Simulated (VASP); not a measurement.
# HfZrS4 (P2/m) in VASP: a series of runs, part 2 of 2

VASP 6.6.1. Earlier steps stand in the parts before.

## (3) Band structure, LDA

This run uses another cell than the first one, of 20.95 Å³/atom, 1.030 times its volume.

The input, POSCAR:

```
HfZrS4                                  
1.0
   -3.5983388357      0.0000000000      0.0000000000
    0.0000000000     -0.0152852240     -5.6535934870
    0.0000000000     -6.1796417797     -0.0139379408
  Zr              Hf              S             
     1     1     4
Direct
     0.5000000000000000    0.0000000000000000    0.5000000000000000
     0.0000000000000000    0.0000000000000000    0.0000000000000000
     0.4999999899999992    0.2548517534727227    0.8362967324459254
     0.9999999899999992    0.2557975495628935    0.3302034677484236
     0.0000000100000008    0.7442024504371066    0.6697965322515766
     0.5000000000000000    0.7451482465272773    0.1637032675540745
```

The input, INCAR.step1:

```
PREC = Accurate ; ENCUT = 300
EDIFF = 1E-6 ; ISMEAR = 0
SIGMA = 0.02 ; LREAL = F
LASPH = T ; NELM = 80
ALGO = Normal ; ISIF = 2
LWAVE = F ; LCHARG = T
LMAXMIX = 4 ; GGA = CA
NBANDS = 32
```

The input, KPOINTS.step1:

```
regular mesh
0
Gamma
  4 2 2
```

The input, INCAR.step2:

```
PREC = Accurate ; ENCUT = 300
EDIFF = 1E-6 ; ISMEAR = 0
SIGMA = 0.05 ; LREAL = F
LASPH = T ; NELM = 80
ALGO = Normal ; ISIF = 2
LWAVE = F ; LCHARG = F
LMAXMIX = 4 ; GGA = CA
NBANDS = 32 ; ICHARG = 11
```

The input, KPOINTS.step2:

```
path GXSYGZURTZ,YT,UX,SR
20
line-mode
reciprocal
 0.0000000000  0.0000000000  0.0000000000  G
 0.5000000000  0.0000000000  0.0000000000  X

 0.5000000000  0.0000000000  0.0000000000  X
 0.5000000000  0.5000000000  0.0000000000  S

 0.5000000000  0.5000000000  0.0000000000  S
 0.0000000000  0.5000000000  0.0000000000  Y

 0.0000000000  0.5000000000  0.0000000000  Y
 0.0000000000  0.0000000000  0.0000000000  G

 0.0000000000  0.0000000000  0.0000000000  G
 0.0000000000  0.0000000000  0.5000000000  Z

 0.0000000000  0.0000000000  0.5000000000  Z
 0.5000000000  0.0000000000  0.5000000000  U

 0.5000000000  0.0000000000  0.5000000000  U
 0.5000000000  0.5000000000  0.5000000000  R

 0.5000000000  0.5000000000  0.5000000000  R
 0.0000000000  0.5000000000  0.5000000000  T

 0.0000000000  0.5000000000  0.5000000000  T
 0.0000000000  0.0000000000  0.5000000000  Z

 0.0000000000  0.5000000000  0.0000000000  Y
 0.0000000000  0.5000000000  0.5000000000  T

 0.5000000000  0.0000000000  0.5000000000  U
 0.5000000000  0.0000000000  0.0000000000  X

 0.5000000000  0.5000000000  0.0000000000  S
 0.5000000000  0.5000000000  0.5000000000  R
```

Potentials or basis: VASP PAW LDA potentials, release 64 (Zr_sv, Hf_pv, S).

Run with:

```bash
$ cat potpaw_LDA.64/Zr_sv/POTCAR potpaw_LDA.64/Hf_pv/POTCAR potpaw_LDA.64/S/POTCAR > POTCAR
$ cp INCAR.step1 INCAR
$ cp KPOINTS.step1 KPOINTS
$ mpirun -np 1 vasp_std > vasp.out
$ cp INCAR.step2 INCAR
$ cp KPOINTS.step2 KPOINTS
$ mpirun -np 1 vasp_std > vasp.out
```

OUTCAR:

```text
PREC = Accurate
   ENCUT = 300
   EDIFF = 1E-6
   ISMEAR = 0
   LREAL = F
   LASPH = T
   NELM = 80
   ISIF = 2
   GGA = CA
   ICHARG = 11

 ion  position               nearest neighbor table
   1  0.500  0.000  0.500-   4 2.53   5 2.53   5 2.53   4 2.53   6 2.53   3 2.53   2 3.58   2 3.58
                             2 3.58   2 3.58
   2  0.000  0.000  0.000-   4 2.51   5 2.51   3 2.51   6 2.51   6 2.51   3 2.51   1 3.58   1 3.58
                             1 3.58   1 3.58
   3  0.500  0.255  0.836-   2 2.51   2 2.51   1 2.53
   4  1.000  0.256  0.330-   2 2.51   1 2.53   1 2.53
   5  0.000  0.744  0.670-   2 2.51   1 2.53   1 2.53
   6  0.500  0.745  0.164-   2 2.51   2 2.51   1 2.53

  LATTYP: Found a simple monoclinic cell.
 ALAT       =     5.6536141498
 B/A-ratio  =     0.6364669998
 C/A-ratio  =     1.0930454987
 COS(beta)  =    -0.0049590601

  Lattice vectors:

 A1 = (   0.0000000000,  -0.0152852240,  -5.6535934870)
 A2 = (  -3.5983388357,   0.0000000000,   0.0000000000)
 A3 = (   0.0000000000,   6.1796417797,   0.0139379408)
[... 178 lines left out ...]

 E-fermi :   5.0514     XC(G=0): -10.3300

 val. band max:        4.8092189111   @ k =   0.0000   0.0000   0.0263
 cond. band min:       5.2764105329   @ k =   0.5000   0.5000   0.5000
 fundamental gap:      0.4671916218
 Fermi energy:         5.0513531737

 k-point     1 :       0.0000    0.0000    0.0000
  band No.  band energies     occupation
      1     -44.0148      2.00000
      2     -25.9062      2.00000
      3     -25.8719      2.00000
      4     -25.7971      2.00000
      5     -22.2895      2.00000
      6     -22.2598      2.00000
[... 829 lines left out ...]
     31       9.8646      0.00000
     32      10.6501      0.00000

 [... further k-points ...]

------------------------ aborting loop because EDIFF is reached ----------------------------------------

  FORCE on cell =-STRESS in cart. coord.  units (eV):
  Direction    XX          YY          ZZ          XY          YZ          ZX
  --------------------------------------------------------------------------------------
  -------------------------------------------------------------------------------------
  Total        2.4761096      0.5654592      0.0715333      0.0000000     -0.7243941      0.0000000
  in kB       31.5568152      7.2065029      0.9116577      0.0000000     -9.2320514      0.0000000
  external PRESSURE =      13.2249919 kB  Pullay stress =       0.0000000 kB

 VOLUME and BASIS-vectors are now :
 -----------------------------------------------------------------------------
  energy-cutoff  :      300.00
  volume of cell :      125.72
      direct lattice vectors                 reciprocal lattice vectors
    -3.598338836  0.000000000  0.000000000    -0.277906013  0.000000000  0.000000000
     0.000000000 -0.015285224 -5.653593487     0.000000000  0.000398945 -0.176879731
     0.000000000 -6.179641780 -0.013937941     0.000000000 -0.161822664  0.000437509

 POSITION                                       TOTAL-FORCE (eV/Angst)
 -----------------------------------------------------------------------------------
     -1.79917     -3.08982     -0.00697        -0.000000      0.000000     -0.000000
      0.00000      0.00000      0.00000        -0.000000      0.000000     -0.000000
     -1.79917     -5.17191     -1.45248        -0.000000      0.069559      0.097499
     -3.59834     -2.04445     -1.45078        -0.000000      0.029802      0.095273
     -0.00000     -4.15048     -4.21675        -0.000000     -0.029802     -0.095273
     -1.79917     -1.02302     -4.21505         0.000000     -0.069559     -0.097499
 -----------------------------------------------------------------------------------
    total drift:                               -0.000017     -0.000000     -0.000000

  FREE ENERGIE OF THE ION-ELECTRON SYSTEM (eV)
  ---------------------------------------------------
  free  energy   TOTEN  =       -47.6604438135 eV

  energy  without entropy=      -47.6604438135  energy(sigma->0) =      -47.66044381
```

OSZICAR.step1:

```text
N       E                     dE             d eps       ncg     rms          rms(c)
DAV:   1     0.209278908992E+03    0.20928E+03   -0.16947E+04   824   0.864E+02
DAV:   2    -0.352449073640E+02   -0.24452E+03   -0.23469E+03   968   0.252E+02
DAV:   3    -0.509006282342E+02   -0.15656E+02   -0.15502E+02  1168   0.538E+01
DAV:   4    -0.518128637183E+02   -0.91224E+00   -0.91075E+00  1184   0.106E+01
DAV:   5    -0.518399118471E+02   -0.27048E-01   -0.27047E-01  1088   0.136E+00    0.578E+01
DAV:   6    -0.483517437384E+02    0.34882E+01   -0.86816E+00   904   0.133E+01    0.383E+01
DAV:   7    -0.481492150981E+02    0.20253E+00   -0.22141E+00  1048   0.642E+00    0.106E+01
DAV:   8    -0.481444999764E+02    0.47151E-02   -0.24171E-01   992   0.216E+00    0.191E+00
DAV:   9    -0.481299630492E+02    0.14537E-01   -0.52368E-02  1032   0.110E+00    0.777E-01
DAV:  10    -0.481299631773E+02   -0.12814E-06   -0.87721E-03   968   0.381E-01    0.263E-01
DAV:  11    -0.481299287278E+02    0.34449E-04   -0.19223E-04  1144   0.635E-02    0.110E-01
DAV:  12    -0.481299138014E+02    0.14926E-04   -0.44784E-05  1024   0.286E-02    0.201E-02
DAV:  13    -0.481299137128E+02    0.88586E-07   -0.55815E-06  1032   0.918E-03
   1 F= -.48129914E+02 E0= -.48129914E+02  d E =-.341638E-17
```

It took 2.9 min on 1 thread of Intel Xeon Platinum 8375C at 2.90GHz (Ice Lake), shared host; peak memory 0.44 GiB.

What came out:

```
Band gap on the k mesh  : 0.47 eV, indirect (least direct gap 0.70 eV)
Band gap along the path : 0.47 eV, indirect (least direct gap 0.70 eV)
```

Levels at the corners of the path, in eV from the valence-band top:
```tsv
point	band 20	band 21	band 22	band 23	band 24	band 25	band 26	band 27
Γ	-1.61	-0.25	-0.21	0.00	0.70	1.37	1.48	2.04
X	-2.56	-2.40	-1.62	-1.45	1.75	2.14	2.71	3.13
X	-2.56	-2.40	-1.62	-1.45	1.75	2.14	2.71	3.13
S	-2.13	-2.11	-1.60	-1.53	1.81	2.07	2.19	2.43
S	-2.13	-2.11	-1.60	-1.53	1.81	2.07	2.19	2.43
Y	-1.18	-0.91	-0.48	-0.42	0.51	1.31	1.41	2.43
Y	-1.18	-0.91	-0.48	-0.42	0.51	1.31	1.41	2.43
Γ	-1.61	-0.25	-0.21	0.00	0.70	1.37	1.48	2.04
Γ	-1.61	-0.25	-0.21	0.00	0.70	1.37	1.48	2.04
Z	-1.34	-1.32	-0.72	-0.72	1.03	1.25	2.41	2.68
Z	-1.34	-1.32	-0.72	-0.72	1.03	1.25	2.41	2.68
U	-2.44	-2.34	-1.57	-1.51	0.65	0.79	3.21	3.56
U	-2.44	-2.34	-1.57	-1.51	0.65	0.79	3.21	3.56
R	-1.16	-1.10	-0.94	-0.92	0.47	0.51	3.20	3.56
R	-1.16	-1.10	-0.94	-0.92	0.47	0.51	3.20	3.56
T	-1.31	-1.28	-1.13	-1.05	0.95	1.19	2.51	2.99
T	-1.31	-1.28	-1.13	-1.05	0.95	1.19	2.51	2.99
Z	-1.34	-1.32	-0.72	-0.72	1.03	1.25	2.41	2.68
Y	-1.18	-0.91	-0.48	-0.42	0.51	1.31	1.41	2.43
T	-1.31	-1.28	-1.13	-1.05	0.95	1.19	2.51	2.99
U	-2.44	-2.34	-1.57	-1.51	0.65	0.79	3.21	3.56
X	-2.56	-2.40	-1.62	-1.45	1.75	2.14	2.71	3.13
S	-2.13	-2.11	-1.60	-1.53	1.81	2.07	2.19	2.43
R	-1.16	-1.10	-0.94	-0.92	0.47	0.51	3.20	3.56
```

Caveat: the k mesh is coarse (spacing up to 0.56 Å⁻¹), so the values aren't converged; the cutoff is under 1.25 times the usual one of these potentials, so pressure, stress and relaxed cells hold a basis-set (Pulay) error; the log is that of the step along the path at fixed density, whose energy, stress, charges and moments have no meaning; spin-orbit coupling is left out, which moves the levels of the heavy elements.
